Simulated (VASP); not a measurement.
# PmHf (P-6m2) in VASP: equation of state, part 2 of 2

VASP 6.6.1. The steps go on from the part before.

**3. Equation of state, PBE, collinear spin, ferromagnetic start, 26.29 Å³/atom (volume scaled by 0.96)**

Input file INCAR:

```
ALGO = Normal ; EDIFF = 1E-7
ENCUT = 520 ; GGA = PE
ISIF = 2 ; ISMEAR = -1
ISPIN = 2 ; LASPH = True
LCHARG = False ; LMAXMIX = 6
LORBIT = 11 ; LREAL = False
LWAVE = False ; MAGMOM = 0 4
NBANDS = 24 ; NELM = 100
PREC = Accurate ; SIGMA = 0.05
```

Input file KPOINTS:

```
k-points
0
Gamma
  9 9 5
```

Input file POSCAR:

```
PmHf
1.0
    3.3290541980      0.0000000000      0.0000000000
   -1.6645270989      2.8830455060      0.0000000000
    0.0000000000      0.0000000000      5.4777125167
Hf Pm
1 1
Direct
    0.3333333333      0.6666666667      0.5000000000
    0.0000000000      0.0000000000      0.0000000000
```

Potentials or basis: VASP PAW PBE potentials, release 64 (Hf_pv, Pm).

The run is started by

```bash
$ cat potpaw_PBE.64/Hf_pv/POTCAR potpaw_PBE.64/Pm/POTCAR > POTCAR
$ mpirun -np 1 vasp_std > vasp.out
```

OUTCAR:

```text
EDIFF = 1E-7
   ENCUT = 520
   GGA = PE
   ISIF = 2
   ISMEAR = -1
   ISPIN = 2
   LASPH = True
   LORBIT = 11
   LREAL = False
   NELM = 100
   PREC = Accurate

 Found     36 irreducible k-points:

 Following reciprocal coordinates:
            Coordinates               Weight
  0.000000  0.000000  0.000000      1.000000
  0.111111  0.000000  0.000000      6.000000
  0.222222 -0.000000  0.000000      6.000000
  0.333333  0.000000  0.000000      6.000000
  0.444444 -0.000000  0.000000      6.000000
  0.111111  0.111111  0.000000      6.000000
   k-points           NKPTS =     36   k-points in BZ     NKDIM =     36   number of bands    NBANDS=     24
   number of dos      NEDOS =    301   number of ions     NIONS =      2
   total plane-waves  NPLWV =  32928
   dimension x,y,z NGX =    28 NGY =   28 NGZ =   42
   dimension x,y,z NGXF=    56 NGYF=   56 NGZF=   84
   ions per type =               1   1
   NGX,Y,Z   is equivalent  to a cutoff of  13.98, 13.98, 12.75 a.u.
   NGXF,Y,Z  is equivalent  to a cutoff of  27.97, 27.97, 25.49 a.u.
 SYSTEM =  unknown system
   PREC   = accura    normal or accurate (medium, high low for compatibility)
   ISTART =      0    job   : 0-new  1-cont  2-samecut
   ICHARG =      2    charge: 1-file 2-atom 10-const
   ISPIN  =      2    spin polarized calculation?
   LNONCOLLINEAR =      F non collinear calculations
   LSORBIT =      F    spin-orbit coupling
   LASPH  =      T    aspherical Exc in radial PAW
   ENCUT  =  520.0 eV  38.22 Ry    6.18 a.u.   6.19  6.19 10.18*2*pi/ulx,y,z
   NELM   =    100;   NELMIN=  2; NELMDL= -5     # of ELM steps
   EDIFF  = 0.1E-06   stopping-criterion for ELM
   LREAL  =      F    real-space projection
   EDIFFG = 0.1E-05   stopping-criterion for IOM
   NSW    =      0    number of steps for IOM
   IBRION =     -1    ionic relax: 0-MD 1-quasi-New 2-CG
   NFREE  =      0    steps in history (QN), initial steepest desc. (CG)
   ISIF   =      2    stress and relaxation
   ISYM   =      2    0-nonsym 1-usesym 2-fastsym
   POTIM  = 0.5000    time-step for ionic-motion
   TEBEG  =    0.0;   TEEND  =   0.0 temperature during run
   PSTRESS=    0.0 pullay stress
   NELECT =      25.0000    total number of electrons
   NUPDOWN=      -1.0000    fix difference up-down
   EMIN   =  10.00;   EMAX   =-10.00  energy-range for DOS
   EFERMI =   0.00;   METHOD = LEGACY
   ISMEAR =    -1;   SIGMA  =   0.05  broadening in eV -4-tet -1-fermi 0-gaus
   EFERMI_NEDOS =   21; number of points for ismear=-14 and -15
   IALGO  =     38    algorithm
   IMIX   =      4    mixing-type and parameters
     AMIX     =   0.40;   BMIX     =  1.00
     AMIX_MAG =   1.60;   BMIX_MAG =  1.00
  volume/ion in A,a.u.               =      26.29       177.39
  Fermi-wavevector in a.u.,A,eV,Ry     =   1.277804  2.414700 22.215368  1.632783
  Thomas-Fermi vector in A             =   2.410383
   LORBIT       =     11    0 simple, 1 ext, 2 COOP (PROOUT), +10 PAW based schemes
   GGA     = PE    functional components
   LHFCALC =     F    Hartree Fock is set to
   AEXX    =    0.0000 exact exchange contribution
   IVDW    =     0    specifies the selected vdW correction
   LEPSILON=     F    determine dielectric tensor
   LRPA    =     F    only Hartree local field effects (RPA)
 spin polarized calculation
  energy-cutoff  :      520.00
  volume of cell :       52.57
 maximum number of plane-waves:      1442
 NGX is ok and might be reduce to    28
   NGX = 13   NGY = 13   NGZ = 21

 number of electron      25.0000003 magnetization       5.0742951

 Free energy of the ion-electron system (eV)
  ---------------------------------------------------
  ext. energy  EPLUGINS =         0.00000000
  ---------------------------------------------------
  free energy    TOTEN  =       -17.26553087 eV

  energy without entropy =      -17.21637712  energy(sigma->0) =      -17.24095399

 E-fermi :   5.8849     XC(G=0): -10.8159

 val. band max:        5.8801657672   @ k =   0.3333   0.3333   0.4000
 cond. band min:       5.8856379088   @ k =   0.0000   0.0000   0.2000
 fundamental gap:      0.0054721416
 Fermi energy:         5.8849488813

 spin component 1

 k-point     1 :       0.0000    0.0000    0.0000
  band No.  band energies     occupation
      1     -32.5887      1.00000
      2     -24.9907      1.00000
      3     -24.6637      1.00000
      4     -24.6637      1.00000
      5     -12.9930      1.00000
      6     -12.1609      1.00000
[... 16 lines left out ...]
     23       8.9697      0.00000
     24       8.9697      0.00000

 k-point     2 :       0.1111    0.0000    0.0000
  band No.  band energies     occupation
      1     -32.5633      1.00000
      2     -24.9839      1.00000
      3     -24.7073      1.00000
      4     -24.6741      1.00000
      5     -12.9627      1.00000
      6     -12.3899      1.00000
[... 16 lines left out ...]
     23       8.7032      0.00000
     24       8.8311      0.00000

 k-point     3 :       0.2222   -0.0000    0.0000
  band No.  band energies     occupation
      1     -32.4982      1.00000
      2     -24.9665      1.00000
      3     -24.8161      1.00000
      4     -24.7002      1.00000
      5     -12.9308      1.00000
      6     -12.8844      1.00000
[... 16 lines left out ...]
     23       8.9461      0.00000
     24      10.0724      0.00000
[... 28 lines left out ...]
 k-point     5 :       0.4444   -0.0000    0.0000
  band No.  band energies     occupation
      1     -32.3726      1.00000
      2     -25.0149      1.00000
      3     -24.9337      1.00000
      4     -24.7489      1.00000
      5     -13.8340      1.00000
      6     -12.7311      1.00000
[... 16 lines left out ...]
     23      12.1724      0.00000
     24      12.6720      0.00000

 k-point     6 :       0.1111    0.1111    0.0000
  band No.  band energies     occupation
      1     -32.5180      1.00000
      2     -24.9718      1.00000
      3     -24.7795      1.00000
      4     -24.6962      1.00000
      5     -12.9083      1.00000
      6     -12.7521      1.00000
[... 16 lines left out ...]
     23       8.6006      0.00000
     24       9.8124      0.00000

 [... further k-points ...]

 spin component 2

 k-point     1 :       0.0000    0.0000    0.0000
  band No.  band energies     occupation
      1     -30.4804      1.00000
      2     -24.9669      1.00000
      3     -24.6658      1.00000
      4     -24.6658      1.00000
      5     -11.4995      1.00000
      6     -10.5091      1.00000
[... 16 lines left out ...]
     23       9.5194      0.00000
     24       9.5589      0.00000

 k-point     2 :       0.1111    0.0000    0.0000
  band No.  band energies     occupation
      1     -30.4525      1.00000
      2     -24.9602      1.00000
      3     -24.7094      1.00000
      4     -24.6762      1.00000
      5     -11.4654      1.00000
      6     -10.7553      1.00000
[... 16 lines left out ...]
     23       9.5462      0.00000
     24      10.1805      0.00000

 k-point     3 :       0.2222   -0.0000    0.0000
  band No.  band energies     occupation
      1     -30.3809      1.00000
      2     -24.9432      1.00000
      3     -24.8182      1.00000
      4     -24.7024      1.00000
      5     -11.3773      1.00000
      6     -11.3333      1.00000
[... 16 lines left out ...]
     23      10.0969      0.00000
     24      11.4035      0.00000
[... 28 lines left out ...]
 k-point     5 :       0.4444   -0.0000    0.0000
  band No.  band energies     occupation
      1     -30.2424      1.00000
      2     -25.0170      1.00000
      3     -24.9111      1.00000
      4     -24.7512      1.00000
      5     -12.2915      1.00000
      6     -11.2038      1.00000
[... 16 lines left out ...]
     23      12.5514      0.00000
     24      13.3520      0.00000

 k-point     6 :       0.1111    0.1111    0.0000
  band No.  band energies     occupation
      1     -30.4027      1.00000
      2     -24.9483      1.00000
      3     -24.7817      1.00000
      4     -24.6984      1.00000
      5     -11.4043      1.00000
      6     -11.1426      1.00000
[... 16 lines left out ...]
     23       9.7153      0.00000
     24      11.1195      0.00000

 [... further k-points ...]

------------------------ aborting loop because EDIFF is reached ----------------------------------------

  FORCE on cell =-STRESS in cart. coord.  units (eV):
  Direction    XX          YY          ZZ          XY          YZ          ZX
  --------------------------------------------------------------------------------------
  -------------------------------------------------------------------------------------
  Total       -0.3855480     -0.3855480      0.3385437     -0.0000000      0.0000000      0.0000000
  in kB      -11.7494468    -11.7494468     10.3170079     -0.0000000      0.0000000      0.0000000
  external PRESSURE =      -4.3939619 kB  Pullay stress =       0.0000000 kB

 VOLUME and BASIS-vectors are now :
 -----------------------------------------------------------------------------
  energy-cutoff  :      520.00
  volume of cell :       52.57
      direct lattice vectors                 reciprocal lattice vectors
     3.329054198  0.000000000  0.000000000     0.300385617  0.173427717  0.000000000
    -1.664527099  2.883045506  0.000000000     0.000000000  0.346855434  0.000000000
     0.000000000  0.000000000  5.477712517     0.000000000  0.000000000  0.182557956

 POSITION                                       TOTAL-FORCE (eV/Angst)
 -----------------------------------------------------------------------------------
     -0.00000      1.92203      2.73886         0.000000     -0.000000      0.000000
      0.00000      0.00000      0.00000        -0.000000      0.000000      0.000000
 -----------------------------------------------------------------------------------
    total drift:                                0.000000     -0.000000     -0.000000

  FREE ENERGIE OF THE ION-ELECTRON SYSTEM (eV)
  ---------------------------------------------------
  free  energy   TOTEN  =       -17.2655308657 eV

  energy  without entropy=      -17.2163771154  energy(sigma->0) =      -17.24095399

 total charge

# of ion       s       p       d       f       tot
--------------------------------------------------
    1        0.399   6.275   1.455   0.000   8.129
    2        2.055   5.486   0.641   4.322  12.504
--------------------------------------------------
tot          2.454  11.761   2.097   4.322  20.634

 magnetization (x)

# of ion       s       p       d       f       tot
--------------------------------------------------
    1       -0.002   0.039   0.007   0.000   0.043
    2        0.000   0.032   0.190   4.262   4.485
--------------------------------------------------
tot         -0.002   0.071   0.197   4.262   4.528
```

OSZICAR:

```text
N       E                     dE             d eps       ncg     rms          rms(c)
DAV:   1     0.173110855350E+03    0.17311E+03   -0.11067E+04  3664   0.148E+03
DAV:   2     0.399232213139E+01   -0.16912E+03   -0.15503E+03  4024   0.286E+02
DAV:   3    -0.161503344178E+02   -0.20143E+02   -0.18799E+02  4488   0.881E+01
[... 21 lines left out ...]
DAV:  25    -0.172655309801E+02    0.62056E-06   -0.49092E-07  4544   0.797E-03    0.199E-02
DAV:  26    -0.172655305073E+02    0.47275E-06   -0.56356E-07  3928   0.896E-03    0.174E-03
DAV:  27    -0.172655307201E+02   -0.21279E-06   -0.45766E-08  1912   0.234E-03    0.356E-03
DAV:  28    -0.172655308761E+02   -0.15601E-06   -0.30289E-08  1824   0.232E-03    0.715E-04
DAV:  29    -0.172655308657E+02    0.10436E-07   -0.12887E-08  1816   0.119E-03
   1 F= -.17265531E+02 E0= -.17240954E+02  d E =-.491538E-01  mag=     5.0743
```

It took 88 s on 1 thread of Intel Xeon 6975P-C (Granite Rapids), shared host; peak memory 0.26 GiB.

Results:

```yaml
Free_energy: -17.2655 eV
Pressure: -0.4 GPa
Band_gap_on_the_k_mesh: none (metal or under the smearing width)
Net_moment: 5.07 μB per cell
Site_moments: Hf +0.04; Pm +4.49 μB
Valence_electrons_inside_the_program's_atomic_spheres: Hf 8.13; Pm 12.50
```

Caveat: the magnetic or orbital state may not be the lowest; without U or exact exchange the open f shell lies at the Fermi level, which spoils levels, moments and volumes.

**4. Equation of state, PBE, collinear spin, ferromagnetic start, 26.83 Å³/atom (volume scaled by 0.98)**

Input file INCAR:

```
  PREC = Accurate
  ENCUT = 520
  EDIFF = 1E-7
  ISMEAR = -1
  SIGMA = 0.05
  LREAL = False
  LASPH = True
  NELM = 120
  ALGO = Normal
  ISIF = 2
  LWAVE = False
  LCHARG = False
  ISPIN = 2
  MAGMOM = 0 4
  LORBIT = 11
  LMAXMIX = 6
  GGA = PE
  NBANDS = 24
```

Input file KPOINTS:

```
regular mesh
0
Gamma
  9 9 5
```

Input file POSCAR:

```
PmHf
1.0
    3.3520139180      0.0000000000      0.0000000000
   -1.6760069589      2.9029292068      0.0000000000
    0.0000000000      0.0000000000      5.5154910382
Hf Pm
1 1
Direct
    0.3333333333      0.6666666667      0.5000000000
    0.0000000000      0.0000000000      0.0000000000
```

The run is started by

```bash
$ cat potpaw_PBE.64/Hf_pv/POTCAR potpaw_PBE.64/Pm/POTCAR > POTCAR
$ mpirun -np 1 vasp_std > vasp.out
```

Wall time 85 s (1 thread of Intel Xeon 6975P-C (Granite Rapids), shared host); peak memory 0.26 GiB.

The run converged. Its results:

```yaml
Free_energy: -17.2590 eV
Pressure: -1.4 GPa
Band_gap_on_the_k_mesh: none (metal or under the smearing width)
Net_moment: 5.10 μB per cell
Site_moments: Hf +0.05; Pm +4.49 μB
Valence_electrons_inside_the_program's_atomic_spheres: Hf 8.10; Pm 12.49
```

Caveat: the magnetic or orbital state may not be the lowest; without U or exact exchange the open f shell lies at the Fermi level, which spoils levels, moments and volumes.

**5. Equation of state, PBE, collinear spin, ferromagnetic start, 27.93 Å³/atom (volume scaled by 1.02)**

Input file INCAR:

```
ALGO = Normal
EDIFF = 1E-7
ENCUT = 520
GGA = PE
ISIF = 2
ISMEAR = -1
ISPIN = 2
LASPH = True
LCHARG = False
LMAXMIX = 6
LORBIT = 11
LREAL = False
LWAVE = False
MAGMOM = 0 4
NBANDS = 24
NELM = 100
PREC = Accurate
SIGMA = 0.05
```

Input file KPOINTS:

```
k-points
0
Gamma
  9 9 5
```

Input file POSCAR:

```
PmHf
1.0
    3.3970127629      0.0000000000      0.0000000000
   -1.6985063814      2.9418993496      0.0000000000
    0.0000000000      0.0000000000      5.5895333101
Hf Pm
1 1
Direct
    0.3333333333      0.6666666667      0.5000000000
    0.0000000000      0.0000000000      0.0000000000
```

The run is started by

```bash
$ cat potpaw_PBE.64/Hf_pv/POTCAR potpaw_PBE.64/Pm/POTCAR > POTCAR
$ mpirun -np 1 vasp_std > vasp.out
```

It took 96 s on 1 thread of Intel Xeon 6975P-C (Granite Rapids), shared host; peak memory 0.26 GiB.

It converged, with:

```yaml
Free_energy: -17.2263 eV
Pressure: -3.3 GPa
Band_gap_on_the_k_mesh: none (metal or under the smearing width)
Net_moment: 5.15 μB per cell
Site_moments: Hf +0.06; Pm +4.50 μB
Valence_electrons_inside_the_program's_atomic_spheres: Hf 8.05; Pm 12.46
```

Caveat: the magnetic or orbital state may not be the lowest; without U or exact exchange the open f shell lies at the Fermi level, which spoils levels, moments and volumes.

**6. Equation of state, PBE, collinear spin, ferromagnetic start, 28.48 Å³/atom (volume scaled by 1.04)**

Input file INCAR:

```
PREC     = Accurate       # precision mode
ENCUT    = 520            # plane-wave cutoff, eV
EDIFF    = 1E-7           # SCF threshold, eV
ISMEAR   = -1             # smearing method
SIGMA    = 0.05           # smearing width, eV
LREAL    = False          # projectors in reciprocal space
LASPH    = True           # aspherical terms in the spheres
NELM     = 120            # most SCF steps
ALGO     = Normal         # electronic algorithm
ISIF     = 2              # what is computed and relaxed
LWAVE    = False          # write WAVECAR
LCHARG   = False          # write CHGCAR
ISPIN    = 2              # spin polarisation
MAGMOM   = 0 4            # initial moments
LORBIT   = 11             # projections on sites
LMAXMIX  = 6              # l up to which the mixer works
GGA      = PE             # functional
NBANDS   = 24             # bands
```

Input file KPOINTS:

```
Automatic mesh
0
Gamma
  9 9 5
```

Input file POSCAR:

```
PmHf
1.0
    3.4190719054      0.0000000000      0.0000000000
   -1.7095359527      2.9610031275      0.0000000000
    0.0000000000      0.0000000000      5.6258299980
Hf Pm
1 1
Direct
    0.3333333333      0.6666666667      0.5000000000
    0.0000000000      0.0000000000      0.0000000000
```

Potentials or basis: VASP PAW PBE potentials, release 64 (Hf_pv, Pm).

The run is started by

```bash
$ cat potpaw_PBE.64/Hf_pv/POTCAR potpaw_PBE.64/Pm/POTCAR > POTCAR
$ mpirun -np 1 vasp_std > vasp.out
```

It took 4.6 min on 1 thread of Intel Xeon 6975P-C (Granite Rapids), shared host; peak memory 0.27 GiB.

Results (log left out):

```yaml
Free_energy: -17.2013 eV
Pressure: -4.1 GPa
Band_gap_on_the_k_mesh: none (metal or under the smearing width)
Net_moment: 5.17 μB per cell
Site_moments: Hf +0.06; Pm +4.50 μB
Valence_electrons_inside_the_program's_atomic_spheres: Hf 8.03; Pm 12.45
```

Caveat: the magnetic or orbital state may not be the lowest; without U or exact exchange the open f shell lies at the Fermi level, which spoils levels, moments and volumes.

**7. Equation of state, PBE, collinear spin, ferromagnetic start**

Potentials or basis: VASP PAW PBE potentials, release 64 (Hf_pv, Pm).

No new run: the results of the series are fitted here.

What came out:

```
Equilibrium volume                        : 26.08 Å³/atom
Bulk modulus at fixed shape and positions : 54 GPa
Pressure derivative of the bulk modulus   : 3.8
```

Energy against volume, from the lowest point:
```csv
volume (Å³/atom),energy (meV/atom)
25.739,0.53
26.287,0.00
26.835,3.24
27.382,9.88
27.930,19.60
28.478,32.09
```

Caveat: the magnetic or orbital state may not be the lowest; the cell was scaled at fixed shape and fractional positions, which overstates the stiffness of a crystal with free parameters, most of all of layers and chains; without U or exact exchange the open f shell lies at the Fermi level, which spoils levels, moments and volumes. The state reached can hang on the start; a lower one may exist.
